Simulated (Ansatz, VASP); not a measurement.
# Cross-check of Ni (Nickel) between VASP and Ansatz, part 2 of 2

Aim: how closely do two programs agree when they are given the same cell, functional and k mesh? The cell is taken from a series of runs on this material, whose earlier steps may have relaxed, scaled, displaced or heated it; both programs get it as it stands.

VASP 6.6.1 and Ansatz 0.2.0.

So far: Set-up; Ansatz: relaxation of cell and atoms, LDA.

**3. VASP: relaxation of cell and atoms, LDA**

Level of this step: LDA, spin-polarised from a ferromagnetic start (one magnetic atom a cell); plane waves and PAW (Ni) (VASP).

The same cell, functional (in two slightly different forms), mesh and smearing now go to VASP, with its own data sets.

Lines of VASP's logs that name or quote its potential files are left out, and so is its time.

The input, INCAR:

```
SYSTEM = Ni
PREC = Accurate
ENCUT = 600
EDIFF = 1E-07
NELM = 200
ISMEAR = 0
SIGMA = 0.1
LREAL = .FALSE.
ALGO = Normal
GGA = CA
NBANDS = 12
ISPIN = 2
MAGMOM = 0.61
LASPH = .TRUE.
LMAXMIX = 4
LORBIT = 11
LWAVE = .FALSE.
LCHARG = .FALSE.
ISIF = 3
IBRION = 2
NSW = 80
EDIFFG = -0.005
GGA_COMPAT = .FALSE.
NELMIN = 4
KPAR = 2
```

The input, POSCAR:

```
Ni
1.0
    0.0000000000      1.7137430000      1.7137430000
    1.7137430000      0.0000000000      1.7137430000
    1.7137430000      1.7137430000      0.0000000000
Ni
1
Direct
    0.0000000000      0.0000000000      0.0000000000
```

The input, KPOINTS:

```
Automatic mesh
0
Gamma
26 26 26
0 0 0
```

Potentials, in the order of the species: Ni (LDA family, release 64).

The run is started by

```sh
$ mpirun -np 2 vasp_std
```

Numbers of over 12 decimals in the logs are rounded to 6 here.

The log of the run:

```text
[banner, memory and clock lines left out]
running    2 mpi-ranks, on    1 nodes
 distrk:  each k-point on    1 cores,    2 groups
 distr:  one band on    1 cores,    1 groups

 POSCAR found type information on POSCAR Ni
 POSCAR found :  1 types and       1 ions
 LDA part: xc-table for (Slater(with rela. corr.)+CA(PZ))
 , standard interpolation
 POSCAR, INCAR and KPOINTS ok, starting setup
 FFT: planning ... GRIDC
 FFT: planning ... GRID_SOFT
 FFT: planning ... GRID
 WAVECAR not read
 entering main loop
       N       E                     dE             d eps       ncg     rms          rms(c)
DAV:   1     0.331873328915E+02    0.33187E+02   -0.49878E+03 25424   0.122E+03
DAV:   2    -0.638717660630E+01   -0.39575E+02   -0.37268E+02 25992   0.189E+02
DAV:   3    -0.768997083601E+01   -0.13028E+01   -0.12864E+01 28264   0.369E+01
DAV:   4    -0.770014441382E+01   -0.10174E-01   -0.10171E-01 28180   0.300E+00
DAV:   5    -0.770033281948E+01   -0.18841E-03   -0.18840E-03 29244   0.384E-01    0.110E+01
DAV:   6    -0.690324869043E+01    0.79708E+00   -0.14158E+01 31680   0.516E+01    0.560E+00
DAV:   7    -0.660827025712E+01    0.29498E+00   -0.22313E+00 31196   0.194E+01    0.212E+00
DAV:   8    -0.658682671761E+01    0.21444E-01   -0.24133E-02 35376   0.134E+00    0.918E-01
DAV:   9    -0.658439114040E+01    0.24356E-02   -0.12587E-03 37652   0.253E-01    0.268E-01
DAV:  10    -0.658374962841E+01    0.64151E-03   -0.43681E-04 37380   0.132E-01    0.325E-02
DAV:  11    -0.658372662181E+01    0.23007E-04   -0.20837E-05 32972   0.369E-02    0.260E-02
DAV:  12    -0.658372848298E+01   -0.18612E-05   -0.30301E-06 34156   0.136E-02    0.564E-03
DAV:  13    -0.658372848739E+01   -0.44097E-08   -0.53075E-07 23400   0.593E-03
   1 F= -.65837285E+01 E0= -.65794801E+01  d E =-.658373E+01  mag=     0.5674
 curvature:   0.00 expect dE= 0.000E+00 dE for cont linesearch  0.000E+00
 trial: gam= 0.00000 g(F)=  0.000E+00 g(S)=  0.865E-03 ort = 0.000E+00 (trialstep = 0.100E+01)
 search vector abs. value=  0.865E-03
 bond charge predicted
       N       E                     dE             d eps       ncg     rms          rms(c)
DAV:   1    -0.660544507082E+01   -0.21717E-01   -0.29827E-01 31356   0.799E+00    0.124E+00
DAV:   2    -0.658993673362E+01    0.15508E-01   -0.27048E-01 31572   0.670E+00    0.588E-01
DAV:   3    -0.658413798259E+01    0.57988E-02   -0.37483E-02 31232   0.261E+00    0.193E-01
DAV:   4    -0.658364913886E+01    0.48884E-03   -0.34443E-04 29472   0.127E-01    0.109E-01
DAV:   5    -0.658358770560E+01    0.61433E-04   -0.10463E-04 34904   0.601E-02    0.193E-02
DAV:   6    -0.658359057027E+01   -0.28647E-05   -0.25404E-06 32276   0.111E-02    0.103E-02
DAV:   7    -0.658359066287E+01   -0.92595E-07   -0.70275E-07 31544   0.108E-02
   2 F= -.65835907E+01 E0= -.65794145E+01  d E =0.137825E-03  mag=     0.5660
 trial-energy change:    0.000138  1 .order    0.000129   -0.000865    0.001123
 step:   0.4286(harm=  0.4350)  dis= 0.00000  next Energy=    -6.583913 (dE=-0.185E-03)
 bond charge predicted
       N       E                     dE             d eps       ncg     rms          rms(c)
DAV:   1    -0.659106510773E+01   -0.74745E-02   -0.98000E-02 31404   0.462E+00    0.707E-01
DAV:   2    -0.658603513596E+01    0.50300E-02   -0.90385E-02 31612   0.380E+00    0.340E-01
DAV:   3    -0.658409348889E+01    0.19416E-02   -0.12493E-02 31164   0.151E+00    0.114E-01
DAV:   4    -0.658393073784E+01    0.16275E-03   -0.11755E-04 29436   0.741E-02    0.634E-02
DAV:   5    -0.658391259383E+01    0.18144E-04   -0.36236E-05 34768   0.352E-02    0.109E-02
DAV:   6    -0.658391321497E+01   -0.62114E-06   -0.27082E-07 27860   0.440E-03    0.602E-03
DAV:   7    -0.658391336415E+01   -0.14918E-06   -0.19508E-07 25444   0.633E-03    0.859E-04
DAV:   8    -0.658391337140E+01   -0.72459E-08   -0.38428E-09 13188   0.758E-04
   3 F= -.65839134E+01 E0= -.65796962E+01  d E =-.184884E-03  mag=     0.5668
 curvature:  -0.22 expect dE=-0.232E-07 dE for cont linesearch -0.232E-07
 trial: gam=-0.01098 g(F)=  0.170E-61 g(S)=  0.107E-06 ort = 0.960E-05 (trialstep = 0.886E+00)
 search vector abs. value=  0.113E-09
 reached required accuracy - stopping structural energy minimisation
```

OUTCAR, selected parts (step 3):

```text
ion  position               nearest neighbor table
   1  0.000  0.000  0.000-

  LATTYP: Found a face centered cubic cell.
 ALAT       =     3.4274860000

 Subroutine GETGRP returns: Found 48 space group operations
 (whereof 48 operations were pure point group operations)

The static configuration has the point symmetry O_h .

 Found    511 irreducible k-points:

   k-points           NKPTS =    511   k-points in BZ     NKDIM =    511   number of bands    NBANDS=     12

   dimension x,y,z NGX =    20 NGY =   20 NGZ =   20
   dimension x,y,z NGXF=    40 NGYF=   40 NGZF=   40

   ENCUT  =  600.0 eV  44.10 Ry    6.64 a.u.   4.84  4.84  4.84*2*pi/ulx,y,z

   NELECT =      10.0000    total number of electrons

 k-points in reciprocal lattice and weights: Automatic mesh
   0.00000000  0.00000000  0.00000000       0.000
   0.03846154  0.00000000  0.00000000       0.000
   0.07692308  0.00000000  0.00000000       0.000
   0.11538462  0.00000000  0.00000000       0.000
   0.15384615  0.00000000  0.00000000       0.000
   0.19230769  0.00000000  0.00000000       0.000
   0.23076923  0.00000000  0.00000000       0.000
   0.26923077  0.00000000  0.00000000       0.000
   0.30769231  0.00000000  0.00000000       0.000
[...]
-0.26923077  0.46153846  0.23076923       0.001
  -0.26923077  0.50000000  0.23076923       0.001

 average (electrostatic) potential at core
       1 -80.9593

 E-fermi :  10.2523

 spin component 1
 k-point     1 :       0.0000    0.0000    0.0000
  band No.  band energies     occupation
    ...
      2       7.7005      1.00000
      3       7.7005      1.00000
      4       7.7005      1.00000
      5       8.9997      1.00000
      6       8.9997      1.00000
      7      34.7243      0.00000
      8      39.1424      0.00000
      9      39.1424      0.00000
     10      39.1424      0.00000
     11      42.4158      0.00000
    ...

 k-point     2 :       0.0385    0.0000    0.0000
  band No.  band energies     occupation
    ...
      2       7.6827      1.00000
      3       7.7155      1.00000
      4       7.7155      1.00000
      5       8.9929      1.00000
      6       8.9929      1.00000
      7      34.5918      0.00000
      8      38.1872      0.00000
      9      39.0068      0.00000
     10      39.0068      0.00000
     11      42.6170      0.00000
    ...

 k-point     3 :       0.0769    0.0000    0.0000
  band No.  band energies     occupation
    ...
      2       7.6319      1.00000
      3       7.7581      1.00000
      4       7.7581      1.00000
      5       8.9752      1.00000
      6       8.9752      1.00000
      7      33.9771      0.00000
      8      36.8075      0.00000
      9      38.6806      0.00000
     10      38.6806      0.00000
     11      43.1195      0.00000
    ...

 k-point     4 :       0.1154    0.0000    0.0000
  band No.  band energies     occupation
    ...
      2       7.5555      1.00000
      3       7.8199      1.00000
      4       7.8199      1.00000
      5       8.9547      1.00000
      6       8.9547      1.00000
      7      32.5371      0.00000
      8      36.0711      0.00000
      9      38.2872      0.00000
     10      38.2872      0.00000
     11      43.4402      0.00000
    ...

 k-point     5 :       0.1538    0.0000    0.0000
  band No.  band energies     occupation
    ...
      2       7.4659      1.00000
      3       7.8860      1.00000
      4       7.8860      1.00000
      5       8.9458      1.00000
      6       8.9458      1.00000
      7      30.6220      0.00000
      8      35.7360      0.00000
      9      37.8972      0.00000
     10      37.8972      0.00000
     11      43.3869      0.00000
    ...

 k-point     6 :       0.1923    0.0000    0.0000
  band No.  band energies     occupation
    ...
      2       7.3810      1.00000
      3       7.9360      1.00000
      4       7.9360      1.00000
      5       8.9676      1.00000
      6       8.9676      1.00000
      7      28.5937      0.00000
      8      35.4546      0.00000
      9      37.5409      0.00000
     10      37.5409      0.00000
     11      43.4576      0.00000
    ...

  Total       -0.0008580     -0.0008580     -0.0008580      0.0000000      0.0000000      0.0000000
  in kB       -0.1372133     -0.1372133     -0.1372133      0.0000000      0.0000000      0.0000000
  external PRESSURE =      -0.1372133 kB  Pullay stress =       0.0000000 kB

  energy-cutoff  :      600.00
  volume of cell :       10.02
      direct lattice vectors                 reciprocal lattice vectors
    -0.000000000  1.711003754  1.711003754    -0.292226127  0.292226127  0.292226127
     1.711003754  0.000000000  1.711003754     0.292226127 -0.292226127  0.292226127
     1.711003754  1.711003754  0.000000000     0.292226127  0.292226127 -0.292226127

 POSITION                                       TOTAL-FORCE (eV/Angst)
 -----------------------------------------------------------------------------------
      0.00000      0.00000      0.00000         0.000000      0.000000      0.000000
 -----------------------------------------------------------------------------------
    total drift:                                0.000000      0.000000      0.000000

  FREE ENERGIE OF THE ION-ELECTRON SYSTEM (eV)
  ---------------------------------------------------
  free  energy   TOTEN  =        -6.5839133714 eV

  energy  without entropy=       -6.5754790774  energy(sigma->0) =       -6.57969622

 reached required accuracy - stopping structural energy minimisation

 total charge
# of ion       s       p       d       tot
------------------------------------------
    1        0.535   0.573   8.370   9.479

 magnetization (x)
# of ion       s       p       d       tot
------------------------------------------
    1       -0.005  -0.018   0.590   0.567

[... 6 further parts left out ...]
```

CONTCAR:

```
Ni
   1.00000000000000
    -0.0000000000000000    1.7110037540448255    1.7110037540448255
     1.7110037540448255    0.0000000000000000    1.7110037540448255
     1.7110037540448255    1.7110037540448255    0.0000000000000000
  Ni
     1
Direct
     0.0000000000000000    0.0000000000000000    0.0000000000000000
```

**4. Comparison**

Known differences besides the potentials themselves: VASP starts from the moments at which Ansatz ended; the two LDA forms differ slightly; the data sets hold 18 valence electrons in Ansatz (on its PAW soft_1 files) and 10 in VASP; the cutoff is 420 eV in Ansatz and 600 eV in VASP; VASP's log shows a relativistic correction to its local exchange, Ansatz's none; Ansatz adds a Pulay correction to the stress that steers its cell, VASP none; site moments are counted in spheres of each program's own size. Total energies have different zeros and are not compared.

Compared:

```
                                         quantity  Ansatz   VASP  difference
                                      volume (Å³)   10.03  10.02     +0.12 %
edge a after relaxation, in the typed setting (Å)   2.421  2.420     +0.04 %
                                total moment (μB)    0.58   0.57       +0.01
                               moment on Ni1 (μB)    0.60   0.57       +0.04
```

**5. Summary of results**

| Item | Value |
| --- | --- |
| difference in volume (relaxation of cell and atoms, LDA) | 0.12 % |

In words: The difference in volume is 0.12 % (relaxation of cell and atoms, LDA), within the 1.2 % picked in this series as the mark of a large difference, as far as the stopping tolerances let one tell. The data sets hold unlike numbers of valence electrons (18 in Ansatz and 10 in VASP), so part of the differences comes from the potentials. Such differences can come from data sets, numerical settings and the points named under the comparisons, not from the functional's error against experiment.

[Lines on the potential files, build, host, timing and source positions are cut from VASP's logs without a mark.]

[Logs are printed without paths, hosts, clocks, repeated set-up lines and the standing remarks that a program may print on its own settings, such as how far it seeks lower states.]

[Hosts, paths, dates, database ids (printed as entryN), source tags and the programs' standing remarks are cut or masked in the printed files.]
